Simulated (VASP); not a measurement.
Method: TPSS meta-GGA, VASP's PBE PAW potentials (set 64) (plane waves; VASP).

VASP ran on this input.

POSCAR:
```
Ho
1.0
  1.7900000000  -3.1003710000   0.0000000000
  1.7900000000   3.1003710000   0.0000000000
  0.0000000000   0.0000000000   5.6200000000
Ho
2
Cart
  1.7900000000   1.0334590669   1.4050000000
  1.7900000000  -1.0334590669   4.2150000000
```

**INCAR**
```
NSW = 60   ! most ionic steps
LMIXTAU = .TRUE.
LMAXMIX = 6
LASPH = .TRUE.
EDIFF = 1E-6
EDIFFG = -0.01   ! ionic stop
METAGGA = TPSS
LCHARG = .FALSE.
ENCUT = 520
IBRION = 2
NELM = 100
PREC = Accurate
ISMEAR = 1   ! Methfessel-Paxton
SYSTEM = Ho
SIGMA = 0.1
LREAL = .FALSE.
ALGO = Normal   ! blocked Davidson
LWAVE = .FALSE.
ISIF = 3   ! ions, shape and volume
```

KPOINTS:
```
Automatic mesh
0
Gamma
11 11 6
0 0 0
```

POTCAR, in this order: Ho_3 (PBE.64 set). Program: vasp_std.

The 4f electrons are frozen in the core of the lanthanide potential, so 4f levels, which can set the real gap, and their magnetism are missing. Energy and stress use the plane-wave basis of the starting cell.

Problem. Estimate the energy per atom (σ→0), volume per atom, band gap (on the k-mesh).

Solution. 
The energy per atom (σ→0) is -7.847 eV/atom. The band gap (on the k-mesh) is none (metal, semimetal or under 0.01 eV). The volume per atom is 30.52 Å³/atom.

File OSZICAR:
```
...
DAV:   2    -0.156928897204E+02    0.22345E-03   -0.42936E-04  2658   0.232E-01    0.506E-02
DAV:   3    -0.156928122860E+02    0.77434E-04   -0.12980E-04  2839   0.116E-01    0.255E-02
DAV:   4    -0.156928025681E+02    0.97179E-05   -0.22374E-05  2859   0.440E-02    0.125E-02
DAV:   5    -0.156927951083E+02    0.74597E-05   -0.15263E-05  2516   0.472E-02    0.425E-03
DAV:   6    -0.156928033151E+02   -0.82067E-05   -0.94460E-06  2496   0.331E-02    0.269E-03
DAV:   7    -0.156928058840E+02   -0.25689E-05   -0.10264E-06  1018   0.104E-02    0.138E-03
DAV:   8    -0.156928058740E+02    0.10046E-07   -0.17271E-07   907   0.111E-02
   5 F= -.15692806E+02 E0= -.15694331E+02  d E =-.798047E-03
```

The compound is Ho in the hcp structure. This run relaxes it. Symmetry was kept, so distortions that lower it aren't found.
